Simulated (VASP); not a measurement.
Given:

```cif
data_Br3CsPb
_chemical_formula_sum 'Cs1 Pb1 Br3'
_space_group_name_H-M_alt 'Pm-3m'
_space_group_IT_number 221
_space_group_name_Hall '-P 4 2 3'
_cell_length_a 5.92247
_cell_length_b 5.92247
_cell_length_c 5.92247
_cell_angle_alpha 90.000
_cell_angle_beta 90.000
_cell_angle_gamma 90.000
loop_
_atom_site_label
_atom_site_type_symbol
_atom_site_symmetry_multiplicity
_atom_site_Wyckoff_symbol
_atom_site_fract_x
_atom_site_fract_y
_atom_site_fract_z
_atom_site_occupancy
Cs1 Cs 1 a 0.00000 0.00000 0.00000 1
Pb1 Pb 1 b 0.50000 0.50000 0.50000 1
Br1 Br 3 c 0.00000 0.50000 0.50000 1
```

The numbers are results of rev-vdW-DF2, VASP's PBE PAW potentials (set 64) (plane waves; VASP 6.6.1), not measurements. Run with 520 eV cut-off, 4×4×4 Γ-centred mesh, Gaussian smearing of 0.050 eV, potentials Cs_sv Pb_d Br.

Give the energy at these volumes per atom, relative to the lowest: 39.00, 40.25, 41.49, 42.74, 43.98 Å³.

11.6, 2.8, 0.0, 2.1, 8.5 meV/atom. A third-order Birch-Murnaghan fit gives B0 = 21.2 GPa and B0′ = 4.8.

The compound is CsPbBr3 in the cubic perovskite structure, the ideal cubic form; the compound distorts at low or room temperature. It was relaxed first.
